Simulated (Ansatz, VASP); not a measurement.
One calculation of LiCaF3, two programs

```xyz
5
Lattice="3.7612 0.0000 0.0000 0.0000 3.7612 0.0000 0.0000 0.0000 3.7612" Properties=species:S:1:pos:R:3 pbc="T T T"
Ca    0.0000    0.0000    0.0000
F     1.8806    0.0000    1.8806
F     1.8806    1.8806    0.0000
F     0.0000    1.8806    1.8806
Li    1.8806    1.8806    1.8806
```

The cell comes from a database or a generator and needn't be the stable form of this composition.

Alike in both runs: functional LDA; k mesh 7 × 7 × 7; occupations fermi-dirac, width 0.05 eV; no spin polarisation.

|  | VASP | Ansatz |
| --- | --- | --- |
| version | VASP 6.6.1 | Ansatz 0.2.0 |
| potentials or method | VASP PAW LDA potentials, release 64 (Ca_sv, F, Li_sv) | Ansatz PAW |
| plane-wave cutoff (eV) | 520 | 420 |
| valence electrons in the cell | 34 | 34 |
| task | single point | projected density of states |

Ansatz gave:

```
gap on the k mesh at the Fermi level (eV) : 6.41
least direct gap on the mesh (eV)         : 6.48
```

Problem. What did VASP give for the same quantities?

Solution. gap on the k mesh at the Fermi level (eV): 6.39; least direct gap on the mesh (eV): 6.47.

Caveats: an odd mesh through Γ misses points on the zone boundary, where band edges often lie (VASP); odd divisions of the mesh miss points on the zone boundary, where band edges often lie, so the gap on the mesh can be too wide (Ansatz); the density of states is complete only up to the lowest level of the last band computed (Ansatz).
